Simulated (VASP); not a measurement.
# From VASP inputs to Ansatz: BiB (rocksalt)

INCAR

```
METAGGA = R2SCAN
LCHARG = .FALSE.
EDIFF = 1E-7
PREC = Accurate
NELM = 120
EDIFFG = -5E-3
LWAVE = .FALSE.
ENCUT = 600
LASPH = .TRUE.
ISMEAR = -1
NBANDS = 16
ISIF = 3
ALGO = Normal
IBRION = 2
SIGMA = 0.02
LREAL = .FALSE.
NSW = 40
```

KPOINTS

```
KPOINTS created by Atomic Simulation Environment
0
Gamma
8 8 8
0 0 0
```

POSCAR

```
B  Bi
 1.0000000000000000
     0.0000000000000000    2.6368611645569864    2.6368611645569864
     2.6368611645569864    0.0000000000000000    2.6368611645569864
     2.6368611645569864    2.6368611645569864    0.0000000000000000
 B   Bi
   1   1
Cartesian
  0.0000000000000000 -0.0000000000000000  0.0000000000000000
  2.6368611645569859  2.6368611645569859  2.6368611645569859
```

VASP ran with the recommended PBE PAW datasets (18 valence electrons in the cell).

Question: Translate these files to an Ansatz input.

Answer: 

```yaml
crystal:
  lattice:
    - [0.0, 2.6368611646, 2.6368611646]
    - [2.6368611646, 0.0, 2.6368611646]
    - [2.6368611646, 2.6368611646, 0.0]
  atoms:
    - { symbol: B, position: [0.0, 0.0, 0.0] }
    - { symbol: Bi, position: [0.5, 0.5, 0.5] }
kpoints:
  mp_grid: { grid: [8, 8, 8] }
hamiltonian:
  xc: r2scan
scf:
  occupations: { method: fermi_dirac, width: 0.02 }
relax:
  f_tol: 0.005
  cell: {}
```

Other inputs would serve too.

```csv
,VASP,Ansatz
relaxed cell vector lengths,"3.716, 3.716, 3.716 Å","3.715, 3.715, 3.715 Å"
relaxed cell volume,36.29 Å³,36.25 Å³
```

Each program uses its own PAW datasets. VASP's cell holds 18 valence electrons and Ansatz's 18.
